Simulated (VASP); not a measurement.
Consider the following.

```
YN
1.0
    0.00000     2.44000     2.44000
    2.44000     0.00000     2.44000
    2.44000     2.44000     0.00000
Y N
1 1
Direct
  0.00000   0.00000   0.00000
  0.50000   0.50000   0.50000
```

Calculation: vdW-DF2, VASP's PBE PAW potentials (set 64) (plane waves; VASP 6.6.1). Run with 520 eV cut-off, 8×8×8 Γ-centred mesh, Gaussian smearing of 0.050 eV, potentials Y_sv N.

Energy and stress use the plane-wave basis of the starting cell.

Question: The ions, cell shape and volume are relaxed. What does this cell relax into?

Answer: 
```
YN
1.0
    0.00000     2.49135     2.49135
    2.49135     0.00000     2.49135
    2.49135     2.49135     0.00000
Y N
1 1
Cartesian
  0.00000   0.00000   0.00000
  2.49135   2.49135   2.49135
```
Space group Fm-3m (225), at a tolerance of 0.03 Å.

Question: How do energy and volume change from the first to the last step?

Answer: The energy (σ→0) changes by -29.6 meV/atom and the volume by +6.4 %, in 4 ionic steps.

```tsv
step	E(σ→0) (eV)	max force (eV/Å)	pressure (GPa)	volume (Å³)
1	-13.9432	0.000	10.60	29.05
2	-13.9292	0.000	-9.38	33.29
3	-14.0023	0.000	-0.11	30.97
4	-14.0023	0.000	0.06	30.93
```

The compound is YN in the rock salt structure. This run relaxes it. Symmetry was kept, so distortions that lower it aren't found.
